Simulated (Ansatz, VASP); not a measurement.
Given: the input of a run of VASP 6.6.1 on ScSi2.

Contents of INCAR:

```
SYSTEM = ScSi2
PREC = Accurate ; ENCUT = 520
EDIFF = 1E-7 ; ISMEAR = -1
SIGMA = 0.05 ; LREAL = .False.
LASPH = .True. ; NELM = 60
ALGO = Normal ; ISIF = 2
LWAVE = .False. ; LCHARG = .False.
GGA = PE ; NBANDS = 16
```

KPOINTS

```
regular mesh
0
Gamma
  8 8 7
  0 0 0
```

Contents of POSCAR:

```
ScSi2
1.0
    3.6600000000      0.0000000000      0.0000000000
   -1.8300000000      3.1696529779      0.0000000000
    0.0000000000      0.0000000000      3.8700000000
Sc Si
1 2
Direct
    0.0000000000      0.0000000000      0.0000000000
    0.6666666667      0.3333333333      0.5000000000
    0.3333333333      0.6666666667      0.5000000000
```

Potentials or basis: VASP PAW PBE potentials, release 64 (Sc_sv, Si).

The run is started by

```console
$ cat potpaw_PBE.64/Sc_sv/POTCAR potpaw_PBE.64/Si/POTCAR > POTCAR
$ mpirun -np 1 vasp_std > vasp.out
```

Problem. Set up the same calculation for Ansatz 0.2.0. Potentials there: Ansatz PAW.

Solution. As run (the cutoff follows the program's own potentials):

The input input.yaml:

```yaml
crystal:
  lattice:
    - [3.66, 0.0, 0.0]
    - [-1.83, 3.1696529779, 0.0]
    - [0.0, 0.0, 3.87]
  atoms:
    - { symbol: Sc, position: [0.0, 0.0, 0.0] }
    - { symbol: Si, position: [0.6666666667, 0.3333333333, 0.5] }
    - { symbol: Si, position: [0.3333333333, 0.6666666667, 0.5] }
hamiltonian:
  xc: pbe
  pseudopotentials: { kind: paw }
kpoints:
  mp_grid: { grid: [8, 8, 7] }
scf:
  occupations: { method: fermi_dirac, width: 0.05 }
output:
  forces: true
  stress: true
  eigenvalues: true
```

Potentials or basis: Ansatz PAW.

Command:

```sh
$ ansatz run input.yaml --threads 1 --pin off --max-ram 3584MiB --backend cpu --events-out ev --progress --plain --runs-dir out
```

Both were run:

|  | VASP | Ansatz | Ansatz less VASP |
| --- | --- | --- | --- |
| gap on the k mesh at the Fermi level (eV) | none | none | - |
| pressure (GPa) | 25.2 | 25.1 | -0.03 |
| largest component of the traceless stress (GPa) | 24.03 | 24.22 | +0.185 |

A gap of «none» marks a metal or a gap that the smearing closes.

Caveats: so large a pressure means that the cell lies far from this level's equilibrium, or that cutoff or potentials fall short.
